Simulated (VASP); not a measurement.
Level of theory: PBEsol GGA, VASP's PBE PAW potentials (set 64) (plane waves; VASP 6.6.1).

Input for VASP

INCAR:
```
# general
SYSTEM  = Pt
PREC    = Accurate
ENCUT   = 400
LREAL   = .FALSE.
LASPH   = .TRUE.

# electronic loop
EDIFF   = 1E-8
NELM    = 100
ALGO    = Normal
LMAXMIX = 6

# smearing
ISMEAR  = 1
SIGMA   = 0.1

# functional
GGA     = PS

# ions
IBRION  = 1
NSW     = 30
ISIF    = 2
EDIFFG  = -0.001

# output
LWAVE   = .FALSE.
LCHARG  = .FALSE.
```

File KPOINTS:
```
kpoints
0
gamma
  14 14 14
```

### POSCAR
```
Pt
1.0
  0.0000000000   1.9576129219   1.9576129219
  1.9576129219   0.0000000000   1.9576129219
  1.9576129219   1.9576129219   0.0000000000
Pt
1
Direct
  0.0000000000   0.0000000000   0.0000000000
```

POTCAR, in this order: Pt (PBE.64 set). Program: vasp_std.

Output

### OSZICAR
```
       N       E                     dE             d eps       ncg     rms          rms(c)
DAV:   1     0.245244586811E+02    0.24524E+02   -0.47084E+03  2152   0.813E+02
DAV:   2    -0.714316858882E+01   -0.31668E+02   -0.29889E+02  1972   0.157E+02
DAV:   3    -0.742259226070E+01   -0.27942E+00   -0.27687E+00  2214   0.147E+01
DAV:   4    -0.742343767724E+01   -0.84542E-03   -0.84539E-03  2107   0.874E-01
DAV:   5    -0.742344283856E+01   -0.51613E-05   -0.51591E-05  2205   0.632E-02    0.135E+01
DAV:   6    -0.702194309127E+01    0.40150E+00   -0.10407E+00  1916   0.925E+00    0.689E+00
DAV:   7    -0.697553370812E+01    0.46409E-01   -0.17759E-01  2000   0.367E+00    0.256E+00
DAV:   8    -0.697123706518E+01    0.42966E-02   -0.52159E-03  2009   0.749E-01    0.545E-01
DAV:   9    -0.697106810649E+01    0.16896E-03   -0.63588E-05  1975   0.879E-02    0.133E-02
DAV:  10    -0.697107245210E+01   -0.43456E-05   -0.17729E-06  2186   0.100E-02    0.157E-03
DAV:  11    -0.697107263623E+01   -0.18413E-06   -0.63992E-08  2157   0.254E-03    0.824E-04
DAV:  12    -0.697107263259E+01    0.36418E-08   -0.18896E-09  1136   0.394E-04
   1 F= -.69710726E+01 E0= -.69712050E+01  d E =-.697107E+01
```

File OUTCAR:
```
------------------------ aborting loop because EDIFF is reached ----------------------------------------
  FORCE on cell =-STRESS in cart. coord.  units (eV):
  Direction    XX          YY          ZZ          XY          YZ          ZX
  --------------------------------------------------------------------------------------
  Total        0.0000666      0.0000666      0.0000666      0.0000000      0.0000000      0.0000000
  in kB        0.0071090      0.0071090      0.0071090      0.0000000      0.0000000      0.0000000
  external PRESSURE =       0.0071090 kB  Pullay stress =       0.0000000 kB
  volume of cell :       15.00
      direct lattice vectors                 reciprocal lattice vectors
     0.000000000  1.957612922  1.957612922    -0.255413108  0.255413108  0.255413108
     1.957612922  0.000000000  1.957612922     0.255413108 -0.255413108  0.255413108
     1.957612922  1.957612922  0.000000000     0.255413108  0.255413108 -0.255413108
 POSITION                                       TOTAL-FORCE (eV/Angst)
 -----------------------------------------------------------------------------------
      0.00000      0.00000      0.00000        -0.000000      0.000000     -0.000000
 -----------------------------------------------------------------------------------
    total drift:                                0.000000     -0.000000      0.000000
  FREE ENERGIE OF THE ION-ELECTRON SYSTEM (eV)
  ---------------------------------------------------
  free  energy   TOTEN  =        -6.9710726326 eV

  energy  without entropy=       -6.9714697192  energy(sigma->0) =       -6.97120499

 reached required accuracy - stopping structural energy minimisation
```
(Selected blocks of OUTCAR.)

The compound is Pt in the fcc structure. It was relaxed first. The start is the result of an earlier pass.
